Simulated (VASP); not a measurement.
# BAs (F-43m) in VASP: a series of runs, part 2 of 2

VASP 6.6.1. Earlier steps stand in the parts before.

## (3) Band structure, r2SCAN

INCAR reads:

```
SYSTEM = BAs
ALGO = Normal
EDIFF = 1E-6
ENCUT = 450
ISIF = 2
ISMEAR = 0
KPAR = 2
LASPH = .True.
LCHARG = .False.
LMIXTAU = .True.
LREAL = .False.
LWAVE = .False.
METAGGA = R2SCAN
NELM = 120
PREC = Accurate
SIGMA = 0.02
```

KPOINTS reads:

```
k-points
0
Gamma
  12 12 12
  0 0 0
```

POSCAR reads:

```
BAs                                     
1.0
    0.0000000000      2.4081689825      2.4081689825
    2.4081689825      0.0000000000      2.4081689825
    2.4081689825      2.4081689825      0.0000000000
  B               As            
     1     1
Direct
     0.7500000000000000    0.7500000000000000    0.7500000000000000
     0.0000000000000000    0.0000000000000000    0.0000000000000000
```

KPOINTS_OPT reads:

```
path GXWKGLUWLK,UX
15
line-mode
reciprocal
 0.0000000000  0.0000000000  0.0000000000  G
 0.5000000000  0.0000000000  0.5000000000  X

 0.5000000000  0.0000000000  0.5000000000  X
 0.5000000000  0.2500000000  0.7500000000  W

 0.5000000000  0.2500000000  0.7500000000  W
 0.3750000000  0.3750000000  0.7500000000  K

 0.3750000000  0.3750000000  0.7500000000  K
 0.0000000000  0.0000000000  0.0000000000  G

 0.0000000000  0.0000000000  0.0000000000  G
 0.5000000000  0.5000000000  0.5000000000  L

 0.5000000000  0.5000000000  0.5000000000  L
 0.6250000000  0.2500000000  0.6250000000  U

 0.6250000000  0.2500000000  0.6250000000  U
 0.5000000000  0.2500000000  0.7500000000  W

 0.5000000000  0.2500000000  0.7500000000  W
 0.5000000000  0.5000000000  0.5000000000  L

 0.5000000000  0.5000000000  0.5000000000  L
 0.3750000000  0.3750000000  0.7500000000  K

 0.6250000000  0.2500000000  0.6250000000  U
 0.5000000000  0.0000000000  0.5000000000  X
```

Potentials or basis: VASP PAW PBE potentials, release 64 (B, As).

Command:

```
> cat potpaw_PBE.64/B/POTCAR potpaw_PBE.64/As/POTCAR > POTCAR
> mpirun -np 2 vasp_std > vasp.out
```

OUTCAR:

```text
SYSTEM = BAs
   EDIFF = 1E-6
   ENCUT = 450
   ISIF = 2
   ISMEAR = 0
   LASPH = .True.
   LREAL = .False.
   METAGGA = R2SCAN
   NELM = 120
   PREC = Accurate

 ion  position               nearest neighbor table
   1  0.750  0.750  0.750-   2 2.09   2 2.09   2 2.09   2 2.09
   2  0.000  0.000  0.000-   1 2.09   1 2.09   1 2.09   1 2.09

  LATTYP: Found a face centered cubic cell.
 ALAT       =     4.8163379650

  Lattice vectors:

 A1 = (   0.0000000000,   2.4081689825,   2.4081689825)
[... 452 lines left out ...]

  FORCE on cell =-STRESS in cart. coord.  units (eV):
  Direction    XX          YY          ZZ          XY          YZ          ZX
  --------------------------------------------------------------------------------------
  -------------------------------------------------------------------------------------
  Total       -0.4388978     -0.4388978     -0.4388978      0.0000000     -0.0000000      0.0000000
  in kB      -25.1757896    -25.1757896    -25.1757896      0.0000000     -0.0000000      0.0000000
  external PRESSURE =     -25.1757896 kB  Pullay stress =       0.0000000 kB

 VOLUME and BASIS-vectors are now :
 -----------------------------------------------------------------------------
  energy-cutoff  :      450.00
  volume of cell :       27.93
      direct lattice vectors                 reciprocal lattice vectors
     0.000000000  2.408168982  2.408168982    -0.207626626  0.207626626  0.207626626
     2.408168982  0.000000000  2.408168982     0.207626626 -0.207626626  0.207626626
     2.408168982  2.408168982  0.000000000     0.207626626  0.207626626 -0.207626626

 POSITION                                       TOTAL-FORCE (eV/Angst)
 -----------------------------------------------------------------------------------
      3.61225      3.61225      3.61225        -0.000000     -0.000000      0.000000
      0.00000      0.00000      0.00000         0.000000      0.000000     -0.000000
 -----------------------------------------------------------------------------------
    total drift:                                0.000001      0.000001      0.000001

  FREE ENERGIE OF THE ION-ELECTRON SYSTEM (eV)
  ---------------------------------------------------
  free  energy   TOTEN  =       -22.2510633573 eV

  energy  without entropy=      -22.2510633573  energy(sigma->0) =      -22.25106336
```

stdout:

```text
POSCAR found type information on POSCAR B As
 POSCAR found :  2 types and       2 ions
 scaLAPACK will be used
 -----------------------------------------------------------------------------
|                                                                             |
|                                                                             |
|     You enforced a specific xc type in the INCAR file but a different       |
|     I HOPE YOU KNOW WHAT YOU ARE DOING!                                     |
|                                                                             |
 -----------------------------------------------------------------------------

 LDA part: xc-table for (None), standard interpolation
 POSCAR, INCAR and KPOINTS ok, starting setup
 FFT: planning ... GRIDC
 FFT: planning ... GRID_SOFT
 FFT: planning ... GRID
 WAVECAR not read
 entering main loop
 Start KPOINTS_OPT (optional k-point list driver)
k-point batch [1-72\150]
k-point batch [73-144\150]
k-point batch [145-150\150]
```

Run time: 87 s. Hardware: 2 MPI ranks of AMD EPYC 7R43 (Zen 3), shared host; peak memory 0.12 GiB.

What came out:

```
Free energy             : -22.2511 eV
Pressure                : -2.5 GPa
Band gap on the k mesh  : 1.41 eV, indirect (least direct gap 3.42 eV)
Band gap along the path : 1.40 eV, indirect (least direct gap 3.42 eV)
```

Levels at the corners of the path, in eV from the valence-band top:
| point | band 1 | band 2 | band 3 | band 4 | band 5 | band 6 | band 7 | band 8 |
| --- | --- | --- | --- | --- | --- | --- | --- | --- |
| Γ | -15.93 | 0.00 | 0.00 | 0.00 | 3.42 | 3.42 | 3.42 | 4.83 |
| X | -11.60 | -8.92 | -4.20 | -4.20 | 1.64 | 1.72 | 11.92 | 11.92 |
| X | -11.60 | -8.92 | -4.20 | -4.20 | 1.64 | 1.72 | 11.92 | 11.92 |
| W | -11.45 | -8.49 | -5.58 | -5.29 | 5.68 | 6.32 | 7.13 | 7.25 |
| W | -11.45 | -8.49 | -5.58 | -5.29 | 5.68 | 6.32 | 7.13 | 7.25 |
| K | -11.66 | -8.54 | -6.05 | -3.60 | 2.29 | 5.90 | 9.63 | 10.19 |
| K | -11.66 | -8.54 | -6.05 | -3.60 | 2.29 | 5.90 | 9.63 | 10.19 |
| Γ | -15.93 | 0.00 | 0.00 | 0.00 | 3.42 | 3.42 | 3.42 | 4.83 |
| Γ | -15.93 | 0.00 | 0.00 | 0.00 | 3.42 | 3.42 | 3.42 | 4.83 |
| L | -12.99 | -9.06 | -1.89 | -1.89 | 2.83 | 5.03 | 5.03 | 9.52 |
| L | -12.99 | -9.06 | -1.89 | -1.89 | 2.83 | 5.03 | 5.03 | 9.52 |
| U | -11.66 | -8.54 | -6.05 | -3.60 | 2.29 | 5.90 | 9.63 | 10.19 |
| U | -11.66 | -8.54 | -6.05 | -3.60 | 2.29 | 5.90 | 9.63 | 10.19 |
| W | -11.45 | -8.49 | -5.58 | -5.29 | 5.68 | 6.32 | 7.13 | 7.25 |
| W | -11.45 | -8.49 | -5.58 | -5.29 | 5.68 | 6.32 | 7.13 | 7.25 |
| L | -12.99 | -9.06 | -1.89 | -1.89 | 2.83 | 5.03 | 5.03 | 9.52 |
| L | -12.99 | -9.06 | -1.89 | -1.89 | 2.83 | 5.03 | 5.03 | 9.52 |
| K | -11.66 | -8.54 | -6.05 | -3.60 | 2.29 | 5.90 | 9.63 | 10.19 |
| U | -11.66 | -8.54 | -6.05 | -3.60 | 2.29 | 5.90 | 9.63 | 10.19 |
| X | -11.60 | -8.92 | -4.20 | -4.20 | 1.64 | 1.72 | 11.92 | 11.92 |

Caveat: the PAW data sets were made with another functional, which shifts forces and pressure a little. r2SCAN opens gaps a little over a GGA but as a rule still falls short of measured ones.

## (4) Band structure, HSE06

POSCAR is that of step 3.

INCAR.step1 reads:

```
SYSTEM = BAs
ALGO = Normal
EDIFF = 1E-5
ENCUT = 450
GGA = PE
ISIF = 2
ISMEAR = 0
KPAR = 2
LASPH = .True.
LCHARG = .False.
LREAL = .False.
LWAVE = .True.
NELM = 120
PREC = Accurate
SIGMA = 0.02
```

INCAR.step2 reads:

```
SYSTEM = BAs
ALGO = Normal
EDIFF = 1E-6
ENCUT = 450
GGA = PE
HFSCREEN = 0.2
ISIF = 2
ISMEAR = 0
ISTART = 1
KPAR = 2
LASPH = .True.
LCHARG = .False.
LHFCALC = .True.
LREAL = .False.
LWAVE = .False.
NELM = 120
PREC = Accurate
PRECFOCK = Fast
SIGMA = 0.02
```

KPOINTS reads:

```
k-points
0
Gamma
  8 8 8
  0 0 0
```

KPOINTS_OPT: that of step 3 with these lines changed.

```diff
@@ -1,3 +1,3 @@
 path GXWKGLUWLK,UX
-15
+10
 line-mode
```

Command:

```
> cat potpaw_PBE.64/B/POTCAR potpaw_PBE.64/As/POTCAR > POTCAR
> cp INCAR.step1 INCAR
> mpirun -np 2 vasp_std > vasp.out
> cp INCAR.step2 INCAR
> mpirun -np 2 vasp_std > vasp.out
```

Wall time 25 min (2 MPI ranks of AMD EPYC 7R43 (Zen 3), shared host); peak memory 0.27 GiB.

Results (log left out):

```
Free energy             : -13.2792 eV
Pressure                : -4.0 GPa
Band gap on the k mesh  : 1.89 eV, indirect (least direct gap 4.09 eV)
Band gap along the path : 1.87 eV, indirect (least direct gap 4.09 eV)
```

Levels at the corners of the path, in eV from the valence-band top:
```csv
point,band 1,band 2,band 3,band 4,band 5,band 6,band 7,band 8
Γ,-16.73,0.00,0.00,0.00,4.09,4.09,4.09,5.55
X,-12.17,-9.35,-4.36,-4.36,2.12,2.18,12.71,12.72
X,-12.17,-9.35,-4.36,-4.36,2.12,2.18,12.71,12.72
W,-12.00,-8.88,-5.81,-5.51,6.18,7.03,7.64,8.01
W,-12.00,-8.88,-5.81,-5.51,6.18,7.03,7.64,8.01
K,-12.22,-8.94,-6.32,-3.72,2.78,6.50,10.42,10.94
K,-12.22,-8.94,-6.32,-3.72,2.78,6.50,10.42,10.94
Γ,-16.73,0.00,0.00,0.00,4.09,4.09,4.09,5.55
Γ,-16.73,0.00,0.00,0.00,4.09,4.09,4.09,5.55
L,-13.63,-9.52,-1.94,-1.94,3.42,5.68,5.68,9.98
L,-13.63,-9.52,-1.94,-1.94,3.42,5.68,5.68,9.98
U,-12.22,-8.94,-6.32,-3.72,2.78,6.50,10.42,10.95
U,-12.22,-8.94,-6.32,-3.72,2.78,6.50,10.42,10.94
W,-12.00,-8.88,-5.81,-5.51,6.18,7.03,7.64,8.01
W,-12.00,-8.88,-5.81,-5.51,6.18,7.03,7.64,8.01
L,-13.63,-9.52,-1.94,-1.94,3.42,5.68,5.68,9.98
L,-13.63,-9.52,-1.94,-1.94,3.42,5.68,5.68,9.98
K,-12.22,-8.94,-6.32,-3.72,2.78,6.50,10.43,10.94
U,-12.22,-8.94,-6.32,-3.72,2.78,6.50,10.43,10.94
X,-12.17,-9.35,-4.36,-4.36,2.12,2.18,12.71,12.72
```

Caveat: the PAW data sets were made with another functional, which shifts forces and pressure a little.

## (5) Band structure, PBE0

POSCAR is that of step 4.

INCAR.step1 is that of step 4.

INCAR.step2: that of step 4 with these lines changed.

```diff
@@ -1,2 +1,3 @@
 SYSTEM = BAs
+AEXX = 0.25
 ALGO = Normal
@@ -5,3 +6,3 @@
 GGA = PE
-HFSCREEN = 0.2
+HFRCUT = -1
 ISIF = 2
```

KPOINTS is that of step 4.

KPOINTS_OPT is that of step 4.

Potentials or basis: VASP PAW PBE potentials, release 64 (B, As).

Command:

```
> cat potpaw_PBE.64/B/POTCAR potpaw_PBE.64/As/POTCAR > POTCAR
> cp INCAR.step1 INCAR
> mpirun -np 2 vasp_std > vasp.out
> cp INCAR.step2 INCAR
> mpirun -np 2 vasp_std > vasp.out
```

OUTCAR:

```text
SYSTEM = BAs
   AEXX = 0.25
   EDIFF = 1E-6
   ENCUT = 450
   GGA = PE
   ISIF = 2
   ISMEAR = 0
   ISTART = 1
   LASPH = .True.
   LHFCALC = .True.
   LREAL = .False.
   NELM = 120
   PREC = Accurate
   PRECFOCK = Fast

 ion  position               nearest neighbor table
   1  0.750  0.750  0.750-   2 2.09   2 2.09   2 2.09   2 2.09
   2  0.000  0.000  0.000-   1 2.09   1 2.09   1 2.09   1 2.09

  LATTYP: Found a face centered cubic cell.
 ALAT       =     4.8163379650

  Lattice vectors:

[... 460 lines left out ...]
------------------------ aborting loop because EDIFF is reached ----------------------------------------

  FORCE on cell =-STRESS in cart. coord.  units (eV):
  Direction    XX          YY          ZZ          XY          YZ          ZX
  --------------------------------------------------------------------------------------
  -------------------------------------------------------------------------------------
  Total       -0.7157446     -0.7157446     -0.7157446      0.0000000      0.0000000      0.0000000
  in kB      -41.0561104    -41.0561104    -41.0561104      0.0000000      0.0000000      0.0000000
  external PRESSURE =     -41.0561104 kB  Pullay stress =       0.0000000 kB

 VOLUME and BASIS-vectors are now :
 -----------------------------------------------------------------------------
  energy-cutoff  :      450.00
  volume of cell :       27.93
      direct lattice vectors                 reciprocal lattice vectors
     0.000000000  2.408168982  2.408168982    -0.207626626  0.207626626  0.207626626
     2.408168982  0.000000000  2.408168982     0.207626626 -0.207626626  0.207626626
     2.408168982  2.408168982  0.000000000     0.207626626  0.207626626 -0.207626626

 POSITION                                       TOTAL-FORCE (eV/Angst)
 -----------------------------------------------------------------------------------
      3.61225      3.61225      3.61225         0.000000      0.000000      0.000000
      0.00000      0.00000      0.00000        -0.000000     -0.000000     -0.000000
 -----------------------------------------------------------------------------------
    total drift:                                0.000000      0.000000      0.000000

  FREE ENERGIE OF THE ION-ELECTRON SYSTEM (eV)
  ---------------------------------------------------
  free  energy   TOTEN  =       -14.1618787767 eV

  energy  without entropy=      -14.1618787767  energy(sigma->0) =      -14.16187878
```

Wall time 22 min (2 MPI ranks of AMD EPYC 7R43 (Zen 3), shared host); peak memory 0.18 GiB.

What came out:

```yaml
Free_energy: -14.1619 eV
Pressure: -4.1 GPa
Band_gap_on_the_k_mesh: 2.54 eV, indirect (least direct gap 4.74 eV)
Band_gap_along_the_path: 2.53 eV, indirect (least direct gap 4.74 eV)
```

Levels at the corners of the path, in eV from the valence-band top:
```csv
point,band 2,band 3,band 4,band 5,band 6,band 7
Γ,0.00,0.00,0.00,4.74,4.74,4.74
X,-9.44,-4.41,-4.41,2.78,2.83,13.43
X,-9.44,-4.41,-4.41,2.78,2.83,13.43
W,-8.97,-5.89,-5.58,6.87,7.73,8.33
W,-8.97,-5.89,-5.58,6.87,7.73,8.33
K,-9.03,-6.40,-3.77,3.44,7.20,11.14
K,-9.03,-6.40,-3.77,3.44,7.20,11.13
Γ,0.00,0.00,0.00,4.74,4.74,4.74
Γ,0.00,0.00,0.00,4.74,4.74,4.74
L,-9.62,-1.97,-1.97,4.07,6.36,6.36
L,-9.62,-1.97,-1.97,4.07,6.36,6.36
U,-9.03,-6.40,-3.77,3.44,7.20,11.14
U,-9.03,-6.40,-3.77,3.44,7.20,11.14
W,-8.97,-5.89,-5.58,6.87,7.73,8.33
W,-8.97,-5.89,-5.58,6.87,7.73,8.33
L,-9.62,-1.97,-1.97,4.07,6.36,6.36
L,-9.62,-1.97,-1.97,4.07,6.36,6.36
K,-9.03,-6.40,-3.77,3.44,7.20,11.14
U,-9.03,-6.40,-3.77,3.44,7.20,11.14
X,-9.44,-4.41,-4.41,2.78,2.83,13.43
```

Caveat: the PAW data sets were made with another functional, which shifts forces and pressure a little.

## (6) Summary

| level | k mesh | further INCAR settings | grid for exact exchange (PRECFOCK) | screening parameter | exchange at q = 0 | gap on the mesh (eV) | pressure (GPa) |
| --- | --- | --- | --- | --- | --- | --- | --- |
| PBE | 12 × 12 × 12 | ALGO = Fast; EDIFF = 1e-06 | - | - | - | 1.21 | 0.0 |
| r2SCAN | 12 × 12 × 12 | ALGO = Normal; EDIFF = 1e-06 | - | - | - | 1.41 | -2.5 |
| HSE06 | 8 × 8 × 8 | ALGO = Normal; EDIFF = 1e-06 | Fast | 0.2 1/A | - | 1.89 | -4.0 |
| PBE0 | 8 × 8 × 8 | ALGO = Normal; EDIFF = 1e-06 | Fast | - | truncated | 2.54 | -4.1 |

Alike in all rows: task band structure; potentials or basis VASP PAW PBE potentials, release 64 (B, As); no spin polarisation; cell as given; cutoff (eV) 450; smearing gaussian 0.02 eV.

On the cell as given the gap runs from 1.20 eV (PBE) to 2.53 eV (PBE0); the meshes differ, which moves gaps too. The pressure there spans -4.1 GPa (PBE0) to 0.0 GPa (PBE); a positive pressure means that this level wants a larger cell, a negative one a smaller.

Caveats: the PAW data sets were made with another functional, which shifts forces and pressure a little (some runs).

Total energies depend on the potentials used, so only differences within one code and one set of settings carry meaning.
